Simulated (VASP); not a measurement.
```
Sn3SeTe2
1.0
    4.42266     0.00000     0.00000
   -2.21133     3.83014     0.00000
    0.00000     0.00000    10.80458
Sn Te Se
3 2 1
Direct
  0.00000   0.00000   0.50000
  0.33333   0.66667   0.15198
  0.66667   0.33333   0.84802
  0.33333   0.66667   0.67417
  0.66667   0.33333   0.32583
  0.00000   0.00000   0.00000
```

Calculation: r2SCAN meta-GGA, VASP's PBE PAW potentials (set 64) (plane waves; VASP 6.6.1). Run with 400 eV cut-off, 7×7×3 Γ-centred mesh, tetrahedra with Blöchl corrections, potentials Sn_d Te Se.

Q: Give the energies of bands 22 to 35 at the high-symmetry points, in eV from the Fermi level.

A: 
| band | Γ | M | K | A | L | H |
|---|---|---|---|---|---|---|
| 22 | -3.03 | -5.96 | -5.28 | -3.04 | -5.25 | -4.77 |
| 23 | -3.03 | -4.24 | -5.28 | -3.04 | -5.13 | -4.77 |
| 24 | -2.60 | -4.13 | -5.21 | -2.29 | -4.11 | -4.65 |
| 25 | -2.25 | -3.67 | -3.36 | -2.29 | -3.62 | -4.50 |
| 26 | -2.25 | -3.57 | -3.23 | -2.06 | -3.47 | -4.37 |
| 27 | -2.12 | -3.11 | -3.23 | -2.06 | -3.36 | -4.37 |
| 28 | -2.12 | -2.79 | -2.44 | -1.97 | -2.27 | -1.30 |
| 29 | -0.92 | -1.90 | -2.37 | -1.66 | -2.23 | -1.23 |
| 30 | -0.76 | -1.89 | -2.37 | 0.00 | -0.06 | -1.23 |
| 31 | 0.99 | 1.51 | 1.97 | 0.01 | 0.00 | 0.48 |
| 32 | 0.99 | 1.51 | 2.01 | 0.42 | 0.45 | 0.84 |
| 33 | 1.05 | 1.53 | 2.01 | 0.42 | 0.45 | 0.84 |
| 34 | 1.05 | 1.79 | 2.43 | 2.33 | 2.98 | 3.58 |
| 35 | 1.05 | 2.50 | 2.68 | 2.34 | 3.24 | 3.58 |

It has no gap at this level: it comes out as a metal or semimetal.

The structure comes from a computed database's Sn3Te2Se entry (P-3m1); how it stands against other phases isn't given here. It was relaxed first.
